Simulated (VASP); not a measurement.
All values below come from r2SCAN meta-GGA, VASP's PBE PAW potentials (set 64) (plane waves; VASP).

A VASP calculation is set up with these files.

### KPOINTS
```
K-points
0
Gamma
  8 8 8
0 0 0
```

**POSCAR**
```
SrVO3
3.7946610
  1.0000001191   0.0000000000   0.0000000000
  0.0000000000   1.0000001191   0.0000000000
  0.0000000000   0.0000000000   1.0000001191
Sr V O
1 1 3
Cartesian
  0.0000000000   0.0000000000   0.0000000000
  0.5000000595   0.5000000595   0.5000000595
  0.5000000595   0.0000000000   0.5000000595
  0.0000000000   0.5000000595   0.5000000595
  0.5000000595   0.5000000595   0.0000000000
```

**INCAR**
```
SYSTEM = SrVO3
PREC = Accurate
ENCUT = 520
EDIFF = 1E-7
NELM = 100
ALGO = Normal
LREAL = .FALSE.
LASPH = .TRUE.
ISMEAR = 1
SIGMA = 0.1
METAGGA = R2SCAN
LMIXTAU = .TRUE.
LMAXMIX = 4
LWAVE = .FALSE.
LCHARG = .FALSE.
ISIF = 2
```

POTCAR, in this order: Sr_sv V_sv O (PBE.64 set). Program: vasp_std.

The resulting files:

### OUTCAR
```
 ion  position               nearest neighbor table
   1  0.000  0.000  0.000-   3 2.68   4 2.68   5 2.68   3 2.68   4 2.68   4 2.68   5 2.68   4 2.68
                             3 2.68   5 2.68   3 2.68   5 2.68   2 3.29   2 3.29   2 3.29   2 3.29
   2  0.500  0.500  0.500-   3 1.90   4 1.90   5 1.90   5 1.90   3 1.90   4 1.90   1 3.29   1 3.29
                             1 3.29   1 3.29   1 3.29   1 3.29   1 3.29   1 3.29
   3  0.500  0.000  0.500-   2 1.90   2 1.90   1 2.68   1 2.68   1 2.68   1 2.68
   4  0.000  0.500  0.500-   2 1.90   2 1.90   1 2.68   1 2.68   1 2.68   1 2.68
   5  0.500  0.500  0.000-   2 1.90   2 1.90   1 2.68   1 2.68   1 2.68   1 2.68
  LATTYP: Found a simple cubic cell.
 ALAT       =     3.7946614518
 Subroutine PRICEL returns:
 Original cell was already a primitive cell.
 Subroutine GETGRP returns: Found 48 space group operations
The static configuration has the point symmetry O_h .
The dynamic configuration has the point symmetry O_h .
 Subroutine INISYM returns: Found 48 space group operations
 Subroutine IBZKPT returns following result:
 Found     35 irreducible k-points:

 Following reciprocal coordinates:
            Coordinates               Weight
  0.000000  0.000000  0.000000      1.000000
  0.125000  0.000000  0.000000      6.000000
  0.250000  0.000000  0.000000      6.000000
  0.375000  0.000000  0.000000      6.000000
  0.500000  0.000000  0.000000      3.000000
  0.125000  0.125000  0.000000     12.000000
  0.250000  0.125000  0.000000     24.000000
  0.375000  0.125000  0.000000     24.000000
  0.500000  0.125000  0.000000     12.000000
  0.250000  0.250000  0.000000     12.000000
  0.375000  0.250000  0.000000     24.000000
  0.500000  0.250000  0.000000     12.000000
  0.375000  0.375000  0.000000     12.000000
  0.500000  0.375000  0.000000     12.000000
  0.500000  0.500000  0.000000      3.000000
  0.125000  0.125000  0.125000      8.000000
  0.250000  0.125000  0.125000     24.000000
  0.375000  0.125000  0.125000     24.000000
  0.500000  0.125000  0.125000     12.000000
...
```

**OSZICAR**
```
       N       E                     dE             d eps       ncg     rms          rms(c)
DAV:   1     0.443587519969E+03    0.44359E+03   -0.24735E+04  1680   0.184E+03
DAV:   2    -0.564626892459E+02   -0.50005E+03   -0.49592E+03  2168   0.513E+02
DAV:   3    -0.848408974286E+02   -0.28378E+02   -0.28230E+02  1768   0.132E+02
DAV:   4    -0.858204925629E+02   -0.97960E+00   -0.97869E+00  3080   0.209E+01
DAV:   5    -0.858274856617E+02   -0.69931E-02   -0.69412E-02  1936   0.151E+00    0.443E+01
DAV:   6    -0.630776779973E+02    0.22750E+02   -0.76413E+01  2280   0.789E+01    0.161E+01
DAV:   7    -0.621686760917E+02    0.90900E+00   -0.14096E+01  1856   0.365E+01    0.139E+01
DAV:   8    -0.625305757000E+02   -0.36190E+00   -0.40997E+00  1840   0.173E+01    0.345E+00
DAV:   9    -0.618244569240E+02    0.70612E+00   -0.13232E+00  1848   0.108E+01    0.158E+00
DAV:  10    -0.621977239495E+02   -0.37327E+00   -0.40811E-01  1712   0.541E+00    0.880E-01
DAV:  11    -0.622989768122E+02   -0.10125E+00   -0.40127E-02  2024   0.166E+00    0.398E-01
DAV:  12    -0.622863849586E+02    0.12592E-01   -0.51112E-03  1984   0.581E-01    0.280E-01
DAV:  13    -0.623136831170E+02   -0.27298E-01   -0.11362E-02  1680   0.108E+00    0.528E-02
DAV:  14    -0.623137960056E+02   -0.11289E-03   -0.31143E-04  2384   0.168E-01    0.314E-02
DAV:  15    -0.623137752215E+02    0.20784E-04   -0.85135E-05  1936   0.814E-02    0.315E-02
DAV:  16    -0.623138664400E+02   -0.91219E-04   -0.79619E-05  1728   0.883E-02    0.773E-03
DAV:  17    -0.623138701393E+02   -0.36992E-05   -0.52295E-06  2440   0.235E-02    0.241E-03
DAV:  18    -0.623138701121E+02    0.27222E-07   -0.44490E-07  1576   0.668E-03
   1 F= -.62313870E+02 E0= -.62313254E+02  d E =-.184820E-02
```

OUTCAR:
```
------------------------ aborting loop because EDIFF is reached ----------------------------------------
  FORCE on cell =-STRESS in cart. coord.  units (eV):
  Direction    XX          YY          ZZ          XY          YZ          ZX
  --------------------------------------------------------------------------------------
  Total        2.2742533      2.2742533      2.2742533     -0.0000000     -0.0000000     -0.0000000
  in kB       66.6853301     66.6853301     66.6853301     -0.0000000     -0.0000000     -0.0000000
  external PRESSURE =      66.6853301 kB  Pullay stress =       0.0000000 kB
  volume of cell :       54.64
      direct lattice vectors                 reciprocal lattice vectors
     3.794661452  0.000000000  0.000000000     0.263528120  0.000000000  0.000000000
     0.000000000  3.794661452  0.000000000     0.000000000  0.263528120  0.000000000
     0.000000000  0.000000000  3.794661452     0.000000000  0.000000000  0.263528120
 POSITION                                       TOTAL-FORCE (eV/Angst)
 -----------------------------------------------------------------------------------
      0.00000      0.00000      0.00000         0.000000      0.000000      0.000000
      1.89733      1.89733      1.89733         0.000000      0.000000      0.000000
      1.89733      0.00000      1.89733         0.000000      0.000000      0.000000
      0.00000      1.89733      1.89733         0.000000      0.000000      0.000000
      1.89733      1.89733      0.00000         0.000000      0.000000      0.000000
 -----------------------------------------------------------------------------------
    total drift:                                0.000000      0.000000      0.000000
  FREE ENERGIE OF THE ION-ELECTRON SYSTEM (eV)
  ---------------------------------------------------
  free  energy   TOTEN  =       -62.3138701121 eV

  energy  without entropy=      -62.3120219125  energy(sigma->0) =      -62.31325405
```
(Selected blocks of OUTCAR.)

The compound is SrVO3 in the cubic perovskite structure. This cell is one point of a volume scan, at 0.97 of the reference volume. The run is not spin-polarised, so no magnetic state was tried. The electron count is odd and the run is not spin-polarised, which forces a metal.
